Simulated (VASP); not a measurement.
VASP ran on this input.

**INCAR**
```
SYSTEM = SnGe
PREC = Accurate; ENCUT = 400; LREAL = F
LASPH = T
EDIFF = 1E-6; NELM = 100; ALGO = Normal
LMAXMIX = 4
ISMEAR = 1; SIGMA = 0.1
IBRION = 2; NSW = 60; ISIF = 3
EDIFFG = -0.01
LWAVE = F; LCHARG = F
```

**POSCAR**
```
SnGe
1
    0.0000000000     2.8275896886     2.8275896886
    2.8275896886    -0.0000000000     2.8275896886
    2.8275896886     2.8275896886    -0.0000000000
Ge Sn
1 1
Direct
  0.0000000000   1.0000000000   0.0000000000
  0.5000000000   0.5000000000   0.5000000000
```

**KPOINTS**
```
Automatic mesh
0
Gamma
10 10 10
0 0 0
```

POTCAR, in this order: Ge_d Sn_d (LDA.64 set). Program: vasp_std.

Write an equivalent input for Quantum ESPRESSO's pw.x.

One equivalent input (not run):
```
&CONTROL
  calculation = 'vc-relax'
  pseudo_dir = './pseudo'
  outdir = './out'
  tprnfor = .true.
  tstress = .true.
  nstep = 60
  forc_conv_thr = 0.00039
/
&SYSTEM
  ibrav = 0
  nat = 2
  ntyp = 2
  ecutwfc = 78
  occupations = 'smearing'
  smearing = 'methfessel-paxton'
  degauss = 0.00735
  input_dft = 'pz'
/
&ELECTRONS
  conv_thr = 7.3e-08
  electron_maxstep = 100
/
&IONS
/
&CELL
/
ATOMIC_SPECIES
  Ge 72.630 Ge.upf
  Sn 118.710 Sn.upf
CELL_PARAMETERS angstrom
     0.0000000    2.8275897    2.8275897
     2.8275897   -0.0000000    2.8275897
     2.8275897    2.8275897   -0.0000000
ATOMIC_POSITIONS crystal
  Ge   0.0000000  1.0000000  0.0000000
  Sn   0.5000000  0.5000000  0.5000000
K_POINTS automatic
  10 10 10 0 0 0
```
What does not carry over: the potentials are each code's own (VASP's PAW set, PseudoDojo norm-conserving files in pw.x), so ENCUT and ecutwfc are chosen apart and not converted; conv_thr bounds pw.x's estimated SCF error, while EDIFF bounds the energy change between steps; forc_conv_thr acts on force components and is met together with etot_conv_thr.

The structure was generated: SnGe was put into the rocksalt type (Fm-3m), which need not be its known phase. This run relaxes it. Symmetry was kept, so distortions that lower it aren't found. The start is the result of an earlier pass.
